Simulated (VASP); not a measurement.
VASP input:

**INCAR**
```
SYSTEM = GaP
PREC = Accurate
ENCUT = 400
EDIFF = 1E-6
NELM = 100
ALGO = Normal
LREAL = .FALSE.
LASPH = .TRUE.
ISMEAR = 0
SIGMA = 0.05
GGA = PE
LMAXMIX = 4
LWAVE = .FALSE.
LCHARG = .FALSE.
ISIF = 2
```

File KPOINTS:
```
Automatic mesh
0
Gamma
6 6 6
0 0 0
```

### POSCAR
```
GaP
1
    0.0000000000     2.7795000000     2.7795000000
    2.7795000000     0.0000000000     2.7795000000
    2.7795000000     2.7795000000     0.0000000000
Ga P
1 1
Direct
  0.0000000000   0.0000000000   0.0000000000
  0.2500000000   0.2500000000   0.2500000000
```

POTCAR, in this order: Ga_d P (PBE.64 set). Program: vasp_gam.

Output

File standard output:
```
 POSCAR found type information on POSCAR GaP
 POSCAR found :  2 types and       2 ions
 Reading from existing POTCAR
 Reading from existing POTCAR
 LDA part: xc-table for (Slater+PW92), standard interpolation

 -----------------------------------------------------------------------------
|                                                                             |
|     EEEEEEE  RRRRRR   RRRRRR   OOOOOOO  RRRRRR      ###     ###     ###     |
|     E        R     R  R     R  O     O  R     R     ###     ###     ###     |
|     E        R     R  R     R  O     O  R     R     ###     ###     ###     |
|     EEEEE    RRRRRR   RRRRRR   O     O  RRRRRR       #       #       #      |
|     E        R   R    R   R    O     O  R   R                               |
|     E        R    R   R    R   O     O  R    R      ###     ###     ###     |
|     EEEEEEE  R     R  R     R  OOOOOOO  R     R     ###     ###     ###     |
|                                                                             |
|     You are using the Gamma-point-only version with more than one           |
|     k-point or some other non-Gamma k-point.                                |
|                                                                             |
|       ---->  I REFUSE TO CONTINUE WITH THIS SICK JOB ... BYE!!! <----       |
|                                                                             |
 -----------------------------------------------------------------------------
```

**Question.** Read the log: what went wrong, and how is it fixed?

**Answer.** The cause: the Γ-only program was given a k-mesh. VASP stops with an error: You are using the Gamma-point-only version with more than one k-point or some other non-Gamma k-point. ----> I REFUSE TO CONTINUE WITH THIS SICK JOB ... BYE!!! <---- To mend it, run vasp_std.

The mended run (PBE GGA, plane waves, VASP's PBE PAW potentials (set 64)) converges, and its OSZICAR ends with
```
   1 F= -.91029807E+01 E0= -.91029807E+01  d E =-.205243E-14
```

The compound is GaP in the zinc blende structure. The cell was not relaxed at this level.
